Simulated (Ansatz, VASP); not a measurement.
**Cross-check of NaMgBr3 between VASP and Ansatz**

One calculation is typed for both programs; each brings its own data sets. How far apart do they land? The cell is generated by rule, not measured, and may not be a known phase. The cell is taken from a series of runs on this material, whose earlier steps may have relaxed, scaled, displaced or heated it; both programs get it as it stands.

Program: Ansatz 0.2.0. Level of theory: plane waves, with VASP 6.6.1 beside it; relaxation of cell and atoms at PBE. Results are calculated unless marked as measured.

**1. The structure**

It takes space group Pm-3m (No. 221, cubic). Conventional cell: a = 5.312 Å, b = 5.312 Å, c = 5.312 Å, α = 90.00°, β = 90.00°, γ = 90.00°. Nearest to Na lie 12 Br at 3.76 Å. Nearest to Mg lie 6 Br at 2.66 Å. Br has 2 Mg at 2.66 Å and 4 Na at 3.76 Å nearest. Farther neighbours and most contacts between anions are not listed.

**2. Ansatz: relaxation of cell and atoms, PBE, pair 1**

Ansatz runs on its default PAW (the set named soft_2) files.

The relaxed volume is the usual yardstick between codes: in a stiff, nearly cubic crystal its relative difference is about their pressure difference at one cell divided by the bulk modulus.

input.yaml

```yaml
crystal:
  lattice:
    - [5.3124822229, 0.0, 0.0]
    - [0.0, 5.3124822229, 0.0]
    - [0.0, 0.0, 5.3124822229]
  atoms:
    - { symbol: Na, position: [0.0, 0.0, 0.0] }
    - { symbol: Mg, position: [0.5, 0.5, 0.5] }
    - { symbol: Br, position: [0.5, 0.5, 0.0] }
    - { symbol: Br, position: [0.5, 0.0, 0.5] }
    - { symbol: Br, position: [0.0, 0.5, 0.5] }
kpoints:
  mp_grid: { grid: [4, 4, 4] }
hamiltonian:
  xc: pbe
scf:
  occupations: { method: fixed }
output:
  forces: true
  stress: true
  eigenvalues: true
relax:
  adjacent_minimum: "off"
  f_tol: 0.001
  max_steps: 60
  cell: { stress_tol: 0.01 }
```

Command:

```sh
$ ansatz run input.yaml --threads 4 --pin off --max-ram 14336MiB --backend cpu --events-out ev --progress --plain --runs-dir out
```

Numbers of over 12 decimals in the logs are rounded to 6 here.

The program printed:

```text
Engine: ansatz 0.2.0, aarch64-unknown-linux-gnu
Pseudopotentials: kind: paw
Pseudopotential: Na, paw, valence charge 9, recommended cutoff 420 eV (normal), Na.paw.azcp
Pseudopotential: Mg, paw, valence charge 10, recommended cutoff 420 eV (normal), Mg.paw.azcp
Pseudopotential: Br, paw, valence charge 7, recommended cutoff 420 eV (normal), Br.paw.azcp
Functional definition: PBE
  parameter kappa = 0.804
  parameter beta = 0.066725
  exchange = pbe_x(kappa = kappa, mu = beta*pi^2/3)
  correlation = pbe_c(beta = beta)
Crystal: 5 atoms, lattice volume = 149.931 Å³
Basis set: ecut = 420 eV, 2945 PW (Γ), exchange–correlation on 72×72×72 points (8 copies of the dense FFT grid, shifted against one another)
Bands: 25, of which v1, the nominal top of the filled ones, is band 20 counted from 1 (19 counted from 0)
Symmetry: 48 space group operations
Space group: Pm-3m (ITA 221), of the structure as read, at distance tolerance 5.3e-5 Å
k-points: 10 of 64
Non-local potential: Na, projectors of the file, l = 0: 3, l = 1: 2, l = 2: 1
Non-local potential: Mg, projectors of the file, l = 0: 3, l = 1: 2, l = 2: 1
Non-local potential: Br, projectors of the file, l = 0: 2, l = 1: 2, l = 2: 2
PAW form: soft (Blöchl's): semilocal exchange-correlation on the pseudo side does not see the compensation charge
PAW one-centre angular grid: Na, 110 points (default); XC on 64 Gauss nodes
PAW one-centre angular grid: Mg, 110 points (default); XC on 64 Gauss nodes
PAW one-centre angular grid: Br, 110 points (default); XC on 64 Gauss nodes
Initial density: superposition of atomic densities (neutral atoms: chi_scale 0, normalization atom), corrected by the library's trained network
Initial wavefunctions: pseudopotential atomic-orbital guess
Functional: x = pbe(κ = 0.804, μ = 0.219515), c = pbe(β = 0.066725)
SCF iter   1: F=—  HF=-11766.626388 eV  |F-HF|=—  |Δ(HF+E_count)|=         —  Δρ=5.14e-4  dr2=1.00e-3  ethr=1.77e-3  ⟨swp⟩=6.9  Hψ=1131  notcnv=0  defer=26
preconditioner: auto → Resta (q_TF=auto, 2.189 Å⁻¹)  ε∞=2.9  [insulator: Δε(μ)=2.757 eV  Ē_g=10.681 eV  n_scr=26 (ndim 8)  ℏωp=14.9 eV  f_vac=0.116  ε∞_Penn≈2.9]
SCF iter   2: F=—  HF=-11766.625935 eV  |F-HF|=—  |Δ(HF+E_count)|=   4.53e-4  Δρ=2.59e-4  dr2=3.37e-4  ethr=2.51e-6  ⟨swp⟩=2.5  Hψ=568  notcnv=0  defer=29
SCF iter   3: F=—  HF=-11766.625950 eV  |F-HF|=—  |Δ(HF+E_count)|=   1.44e-5  Δρ=9.73e-5  dr2=2.91e-5  ethr=8.43e-7  ⟨swp⟩=2.0  Hψ=353  notcnv=0  defer=26
SCF iter   4: F=—  HF=-11766.626429 eV  |F-HF|=—  |Δ(HF+E_count)|=   4.79e-4  Δρ=2.87e-5  dr2=2.49e-6  ethr=7.27e-8  ⟨swp⟩=2.1  Hψ=418  notcnv=0  defer=24
SCF iter   5: F=—  HF=-11766.626429 eV  |F-HF|=—  |Δ(HF+E_count)|=   6.99e-8  Δρ=1.02e-5  dr2=1.25e-7  ethr=6.24e-9  ⟨swp⟩=2.0  Hψ=430  notcnv=0  defer=25
SCF iter   6: F=-11766.626429 eV  HF=-11766.626429 eV  |F-HF|=8.16e-9  |Δ(HF+E_count)|=   3.19e-8  Δρ=3.53e-6  dr2=1.40e-8  ethr=2.50e-10  ⟨swp⟩=12.1  Hψ=1364  notcnv=0
SCF 1 converged in 6 iterations: F = -11766.626429 eV  dr2 = 1.40e-8
  greatest PAW one-centre occupation: 1.000 electrons in one spin orbital (limit 2), on the Mg atom at site 1 (counted from 0), in its partial waves of l = 0
relax step   1: F+E_penalty+E_count = -11766.62642878 eV  Δ(F+E_penalty+E_count) = +0.000e0 eV  max|allowed force component| = 1.075e-28 eV/Å  Δτ_max = 0.0000 Å  P = +0.015 GPa  Ω = 149.931 Å³  (6 SCF iters, dr2 threshold 1.00e-7 eV, accepted)
[...]
relax step   2: F+E_penalty+E_count = -11766.62642909 eV  Δ(F+E_penalty+E_count) = -3.089e-7 eV  max|allowed force component| = 1.055e-29 eV/Å  Δτ_max = 0.0000 Å  P = +0.006 GPa  Ω = 149.984 Å³  energy of the carried Pulay correction = -3.040e-6 eV  (5 SCF iters, dr2 threshold 5.33e-10 eV, accepted)
[...]
relax step   3: F+E_penalty+E_count = -11766.62643986 eV  Δ(F+E_penalty+E_count) = -1.077e-5 eV  max|allowed force component| = 1.883e-29 eV/Å  Δτ_max = 0.0000 Å  P = +0.005 GPa  Ω = 149.984 Å³  stress off target by 5.45e-3 GPa  SCF on the basis re-selected at this cell (its energy is not comparable with the rows above)  (9 SCF iters)
basis re-selected at this cell: Δ(F+E_penalty+E_count) = -1.077e-5 eV, ΔP = -0.000 GPa vs the last step (what re-selecting the basis moved, of the pressure what is left beyond the Pulay correction that the steps carried, after the strain that the cell walked since its last selection, with what the two solves' SCF thresholds leave and, on support functions, any second-order correction that the steps lacked; it is no m [...]
SCF converged after 9 iterations
Free energy (F): -11766.626440 eV
Harris-Foulkes:  -11766.626440 eV  (|F-HF|=0.00e0)
Internal energy: -11766.626440 eV  (E = F + TS)
E sigma→0 (E₀):  -11766.626440 eV
Fermi energy:    1.941206 eV
--- Per-component energies (eV) ---
  E_band       = -676.560561
  E_kinetic    = 598.399404
  E_local      = -3978.789342  (includes V_loc(G=0)·N_el)
  E_nonlocal   = 420.965006
  E_hartree    = 1393.316388
  E_xc         = -862.761502
  E_vxc        = -399.799127  (∫ρ·V_xc dr)
  E_paw        = -7295.980245  (= ΣΔE_a)
  E_vpaw       = -103.969296  (= ΣTr[D̂ρ^β])
  E_aug_tail   = 0.000007  (compensation charges beyond the density's cutoff)
  E_ewald      = -2041.776156
  E_smearing   = -0.000000  (= −TS)
  E_closure    = -0.000000  (closes the sum)
  Σ components = -11766.626440   (vs F -11766.626440, Δ=0.00e0)
--- Forces (eV/Å), atoms counted from 1 ---
  atom   1  Na     0.00000000    -0.00000000     0.00000000
  atom   2  Mg     0.00000000     0.00000000     0.00000000
  atom   3  Br     0.00000000     0.00000000    -0.00000000
  atom   4  Br     0.00000000     0.00000000    -0.00000000
  atom   5  Br     0.00000000    -0.00000000    -0.00000000
  max |Σ_I F_I| component: 1.19e-29 eV/Å
--- Stress (GPa, compression-positive) ---
        0.005447       0.000000      -0.000000
        0.000000       0.005447       0.000000
       -0.000000       0.000000       0.005447
  P = ⅓ Tr σ = 0.0054 GPa (0.054 kbar)
--- Band table (eV; the first three rows and the last of 10) ---
  k-point 0: bands = [... 16 lower, 1.1466, 1.4161, 1.4161, 1.4161, 4.6935, 5.1501, 8.9902, 8.9902, ... 1 higher]
  k-point 1: bands = [... 16 lower, 0.9565, 1.0370, 1.3383, 1.3383, 5.6229, 5.8479, 8.6408, 9.1949, ... 1 higher]
  k-point 2: bands = [... 16 lower, 0.6811, 0.9338, 1.3236, 1.3236, 6.9325, 6.9746, 7.5070, 9.4786, ... 1 higher]
  k-point 9: bands = [... 16 lower, 0.8385, 1.9412, 1.9412, 1.9412, 5.8272, 7.7971, 7.7971, 7.7971, ... 1 higher]
--- Relaxed structure (2 steps of the walk, 2 accepted, 1 SCFs on fresh bases) ---
  F+E_penalty+E_count = -11766.62643986 eV   max|allowed force component| = 1.883e-29 eV/Å   (the final SCF, on the basis selected at the relaxed cell)
  cell:  # Å, volume = 149.9843 Å³
    - [5.313107, 0, 0]
    - [0, 5.313107, 0]
    - [0, 0, 5.313107]
  atoms:
    - { symbol: Na, position: [0, 0, 0] }
    - { symbol: Mg, position: [0.5, 0.5, 0.5] }
    - { symbol: Br, position: [0.5, 0.5, 0] }
    - { symbol: Br, position: [0.5, 0, 0.5] }
    - { symbol: Br, position: [0, 0.5, 0.5] }
```

**3. VASP: relaxation of cell and atoms, PBE, pair 1**

The same cell, functional and mesh now go to VASP, with its own data sets.

Lines of VASP's logs that name or quote its potential files are left out, and so is its time.

INCAR

```
SYSTEM = NaMgBr3
PREC = Accurate
ENCUT = 600
EDIFF = 1E-07
NELM = 120
ISMEAR = 0
SIGMA = 0.01
LREAL = .FALSE.
ALGO = Normal
GGA = PE
NBANDS = 21
LORBIT = 11
LWAVE = .FALSE.
LCHARG = .FALSE.
ISIF = 3
IBRION = 2
NSW = 80
EDIFFG = -0.005
LASPH = .TRUE.
GGA_COMPAT = .FALSE.
NELMIN = 4
EFERMI = MIDGAP
KPAR = 2
```

POSCAR

```
NaMgBr3
1.0
    5.3124820000      0.0000000000      0.0000000000
    0.0000000000      5.3124820000      0.0000000000
    0.0000000000      0.0000000000      5.3124820000
Na Mg Br
1 1 3
Direct
    0.0000000000      0.0000000000      0.0000000000
    0.5000000000      0.5000000000      0.5000000000
    0.5000000000      0.5000000000      0.0000000000
    0.5000000000      0.0000000000      0.5000000000
    0.0000000000      0.5000000000      0.5000000000
```

KPOINTS

```
Automatic mesh
0
Gamma
4 4 4
0 0 0
```

The projector-augmented-wave data sets are Na_pv, Mg and Br (PBE family, release 64).

Command:

```sh
$ mpirun -np 2 vasp_std
```

The program printed:

```text
[banner, memory and clock lines left out]
running    2 mpi-ranks, on    1 nodes
 distrk:  each k-point on    1 cores,    2 groups
 distr:  one band on    1 cores,    1 groups

 POSCAR found type information on POSCAR NaMgBr
 POSCAR found :  3 types and       5 ions
 LDA part: xc-table for (Slater+PW92), standard interpolation
 POSCAR, INCAR and KPOINTS ok, starting setup
 FFT: planning ... GRIDC
 FFT: planning ... GRID_SOFT
 FFT: planning ... GRID
 WAVECAR not read
 entering main loop
       N       E                     dE             d eps       ncg     rms          rms(c)
DAV:   1     0.238247127427E+03    0.23825E+03   -0.13786E+04   420   0.138E+03
DAV:   2     0.960532562331E+01   -0.22864E+03   -0.21668E+03   550   0.274E+02
DAV:   3    -0.146511075729E+02   -0.24256E+02   -0.24125E+02   510   0.965E+01
DAV:   4    -0.152119497932E+02   -0.56084E+00   -0.55987E+00   500   0.176E+01
DAV:   5    -0.152244422448E+02   -0.12492E-01   -0.12486E-01   529   0.243E+00    0.370E+00
DAV:   6    -0.147224165994E+02    0.50203E+00   -0.71648E-01   493   0.370E+00    0.226E+00
DAV:   7    -0.146139133887E+02    0.10850E+00   -0.36402E-01   491   0.274E+00    0.108E+00
DAV:   8    -0.146103904029E+02    0.35230E-02   -0.20115E-02   460   0.105E+00    0.201E-01
DAV:   9    -0.146103557105E+02    0.34692E-04   -0.42435E-04   656   0.147E-01    0.109E-01
DAV:  10    -0.146103983524E+02   -0.42642E-04   -0.97167E-04   455   0.205E-01    0.268E-02
DAV:  11    -0.146103920508E+02    0.63016E-05   -0.41712E-05   495   0.412E-02    0.610E-03
DAV:  12    -0.146103933741E+02   -0.13233E-05   -0.29231E-06   505   0.132E-02    0.316E-03
DAV:  13    -0.146103934592E+02   -0.85088E-07   -0.68371E-07   542   0.389E-03
   1 F= -.14610393E+02 E0= -.14610393E+02  d E =-.146104E+02
 curvature:   0.00 expect dE= 0.000E+00 dE for cont linesearch  0.000E+00
 trial: gam= 0.00000 g(F)=  0.000E+00 g(S)=  0.735E-04 ort = 0.000E+00 (trialstep = 0.100E+01)
 search vector abs. value=  0.735E-04
 bond charge predicted
       N       E                     dE             d eps       ncg     rms          rms(c)
DAV:   1    -0.146107850518E+02   -0.39168E-03   -0.71866E-03   485   0.689E-01    0.102E-01
DAV:   2    -0.146104947248E+02    0.29033E-03   -0.47110E-04   475   0.137E-01    0.420E-02
DAV:   3    -0.146104404979E+02    0.54227E-04   -0.17392E-04   475   0.793E-02    0.166E-02
DAV:   4    -0.146104398179E+02    0.68003E-06   -0.36583E-06   485   0.141E-02    0.368E-03
DAV:   5    -0.146104399314E+02   -0.11348E-06   -0.30346E-07   503   0.386E-03    0.119E-03
DAV:   6    -0.146104397887E+02    0.14268E-06   -0.10893E-08   300   0.890E-04    0.470E-04
DAV:   7    -0.146104397854E+02    0.33540E-08   -0.48595E-09   250   0.626E-04
   2 F= -.14610440E+02 E0= -.14610440E+02  d E =-.463261E-04
 trial-energy change:   -0.000046  1 .order   -0.000047   -0.000074   -0.000020
 step:   1.4013(harm=  1.3734)  dis= 0.00000  next Energy=   -14.610444 (dE=-0.503E-04)
 reached required accuracy - stopping structural energy minimisation
```

Parts of OUTCAR (step 3):

```text
ion  position               nearest neighbor table
   1  0.000  0.000  0.000-
   2  0.500  0.500  0.500-   3 2.66   4 2.66   5 2.66   3 2.66   4 2.66   5 2.66
   3  0.500  0.500  0.000-   2 2.66   2 2.66
   4  0.500  0.000  0.500-   2 2.66   2 2.66
   5  0.000  0.500  0.500-   2 2.66   2 2.66

  LATTYP: Found a simple cubic cell.
 ALAT       =     5.3124820000

 Subroutine GETGRP returns: Found 48 space group operations
 (whereof 48 operations were pure point group operations)

The static configuration has the point symmetry O_h .

 Found     10 irreducible k-points:

   k-points           NKPTS =     10   k-points in BZ     NKDIM =     10   number of bands    NBANDS=     21

   dimension x,y,z NGX =    42 NGY =   42 NGZ =   42
   dimension x,y,z NGXF=    84 NGYF=   84 NGZF=   84

   ENCUT  =  600.0 eV  44.10 Ry    6.64 a.u.  10.61 10.61 10.61*2*pi/ulx,y,z

   NELECT =      30.0000    total number of electrons

 k-points in reciprocal lattice and weights: Automatic mesh
   0.00000000  0.00000000  0.00000000       0.016
   0.25000000  0.00000000  0.00000000       0.094
   0.50000000  0.00000000  0.00000000       0.047
   0.25000000  0.25000000  0.00000000       0.188
   0.50000000  0.25000000  0.00000000       0.188
   0.50000000  0.50000000  0.00000000       0.047
   0.25000000  0.25000000  0.25000000       0.125
   0.50000000  0.25000000  0.25000000       0.188
   0.50000000  0.50000000  0.25000000       0.094
   0.50000000  0.50000000  0.50000000       0.016

 average (electrostatic) potential at core
       1 -49.4923       2 -41.0624       3 -64.1569       4 -64.1569       5 -64.1569

 E-fermi :   1.2292

 k-point     1 :       0.0000    0.0000    0.0000
  band No.  band energies     occupation
    ...
     11      -0.9367      2.00000
     12      -0.9367      2.00000
     13      -0.6661      2.00000
     14      -0.6661      2.00000
     15      -0.6661      2.00000
     16       2.5984      0.00000
     17       3.0680      0.00000
     18       6.9042      0.00000
     19       6.9042      0.00000
     20       6.9061      0.00000
    ...

 k-point     2 :       0.2500    0.0000    0.0000
  band No.  band energies     occupation
    ...
     11      -1.1275      2.00000
     12      -1.1275      2.00000
     13      -1.0468      2.00000
     14      -0.7442      2.00000
     15      -0.7442      2.00000
     16       3.5287      0.00000
     17       3.7685      0.00000
     18       6.5589      0.00000
     19       7.1090      0.00000
     20       7.3634      0.00000
    ...

 k-point     3 :       0.5000    0.0000    0.0000
  band No.  band energies     occupation
    ...
     11      -1.4039      2.00000
     12      -1.4039      2.00000
     13      -1.1503      2.00000
     14      -0.7590      2.00000
     15      -0.7590      2.00000
     16       4.8420      0.00000
     17       4.8960      0.00000
     18       5.4251      0.00000
     19       7.3925      0.00000
     20       7.6235      0.00000
    ...

  Total       -0.0137033     -0.0137033     -0.0137033      0.0000000      0.0000000      0.0000000
  in kB       -0.1466485     -0.1466485     -0.1466485      0.0000000      0.0000000      0.0000000
  external PRESSURE =      -0.1466485 kB  Pullay stress =       0.0000000 kB

  energy-cutoff  :      600.00
  volume of cell :      149.71
      direct lattice vectors                 reciprocal lattice vectors
     5.309898272 -0.000000000  0.000000000     0.188327525  0.000000000  0.000000000
    -0.000000000  5.309898272  0.000000000     0.000000000  0.188327525  0.000000000
    -0.000000000 -0.000000000  5.309898272     0.000000000  0.000000000  0.188327525

 POSITION                                       TOTAL-FORCE (eV/Angst)
 -----------------------------------------------------------------------------------
      0.00000      0.00000      0.00000        -0.000000     -0.000000      0.000000
      2.65495      2.65495      2.65495         0.000000      0.000000      0.000000
      2.65495      2.65495      0.00000        -0.000000      0.000000      0.000000
      2.65495     -0.00000      2.65495        -0.000000     -0.000000      0.000000
     -0.00000      2.65495      2.65495         0.000000     -0.000000      0.000000
 -----------------------------------------------------------------------------------
    total drift:                                0.000000     -0.000000      0.000000

  FREE ENERGIE OF THE ION-ELECTRON SYSTEM (eV)
  ---------------------------------------------------
  free  energy   TOTEN  =       -14.6104397854 eV

  energy  without entropy=      -14.6104397854  energy(sigma->0) =      -14.61043979

 reached required accuracy - stopping structural energy minimisation

 total charge
# of ion       s       p       d       tot
------------------------------------------
    1        0.012   5.950   0.000   5.963
    2        0.129   0.113   0.036   0.278
    3        1.604   3.304   0.006   4.913
    4        1.604   3.304   0.006   4.913
    5        1.604   3.304   0.006   4.913
--------------------------------------------------
tot          4.952  15.975   0.053  20.981

[... 3 further parts left out ...]
```

CONTCAR:

```
NaMgBr3
   1.00000000000000
     5.3098982715770511   -0.0000000000000000    0.0000000000000000
    -0.0000000000000000    5.3098982715770511    0.0000000000000000
    -0.0000000000000000   -0.0000000000000000    5.3098982715770511
  Na              Mg              Br
     1     1     3
Direct
     0.0000000000000000    0.0000000000000000    0.0000000000000000
     0.5000000000000000    0.5000000000000000    0.5000000000000000
     0.5000000000000000    0.5000000000000000    0.0000000000000000
     0.5000000000000000    0.0000000000000000    0.5000000000000000
     0.0000000000000000    0.5000000000000000    0.5000000000000000
```

**4. Side by side**

Known differences besides the potentials themselves: fixed occupations in Ansatz, narrow Gaussian smearing in VASP; the data sets hold 40 valence electrons in Ansatz (on its default PAW (the set named soft_2) files) and 30 in VASP; the cutoff is 420 eV in Ansatz and 600 eV in VASP; Ansatz adds a Pulay correction to the stress that steers its cell, VASP none. Total energies have different zeros and are not compared.

Both answers:

```tsv
quantity	Ansatz	VASP	difference
volume (Å³)	149.98	149.71	+0.18 %
edge a after relaxation, in the typed setting (Å)	5.313	5.310	+0.06 %
```

**5. Ansatz: relaxation of cell and atoms, PBE, pair 2**

The relaxed volume is the usual yardstick between codes: in a stiff, nearly cubic crystal its relative difference is about their pressure difference at one cell divided by the bulk modulus. Its start cell is another than that of the pair before, and may be another structure of the material.

The cell is taken from a series of runs on this material, whose earlier steps may have relaxed, scaled, displaced or heated it; both programs get it as it stands.

input.yaml, the sections that differ from step 2:

```yaml
crystal:
  lattice:
    - [5.391798632, 0.0, 0.0]
    - [0.0, 5.391798632, 0.0]
    - [0.0, 0.0, 5.3717829946]
  atoms:
    - { symbol: Na, position: [0.0, 0.0, 0.7975815552] }
    - { symbol: Mg, position: [0.5, 0.5, 0.510320291] }
    - { symbol: Br, position: [0.5, 0.0, 0.5427810839] }
    - { symbol: Br, position: [0.5, 0.5, 0.024219266] }
    - { symbol: Br, position: [0.0, 0.5, 0.5427810839] }
# kpoints, hamiltonian, scf, output, relax: as in step 2
```

Command:

```sh
$ ansatz run input.yaml --threads 4 --pin off --max-ram 14336MiB --backend cpu --events-out ev --progress --plain --runs-dir out
```

The program printed:

```text
[...]
Crystal: 5 atoms, lattice volume = 156.166 Å³
Basis set: ecut = 420 eV, 3029 PW (Γ), exchange–correlation on 80×80×72 points (8 copies of the dense FFT grid, shifted against one another)
Bands: 25, of which v1, the nominal top of the filled ones, is band 20 counted from 1 (19 counted from 0)
Symmetry: 8 space group operations
[...]
k-points: 18 of 64 (time reversal used)
[...]
cell:  # Å, volume = 156.1657 Å³
    - [5.391798632, 0.0, 0.0]
    - [0.0, 5.391798632, 0.0]
    - [0.0, 0.0, 5.3717829946]
  atoms:
    - { symbol: Na, position: [0.0, 0.0, 0.7975815552] }
    - { symbol: Mg, position: [0.500000, 0.500000, 0.510320291] }
    - { symbol: Br, position: [0.500000, 0.0, 0.5427810839] }
    - { symbol: Br, position: [0.500000, 0.500000, 0.024219266] }
    - { symbol: Br, position: [0.0, 0.500000, 0.5427810839] }
[key lines of the parts left out:]
SCF converged after 7 iterations
Free energy (F): -11766.791362 eV
Fermi energy:    1.571536 eV
P = ⅓ Tr σ = -0.0064 GPa (-0.064 kbar)
```

(Continued in part 2 of 2.)

[Lines on the potential files, build, host, timing and source positions are cut from VASP's logs without a mark.]

[Logs are printed without paths, hosts, clocks, repeated set-up lines and the standing remarks that a program may print on its own settings, such as how far it seeks lower states.]

[Hosts, paths, dates, database ids (printed as entryN), source tags and the programs' standing remarks are cut or masked in the printed files.]
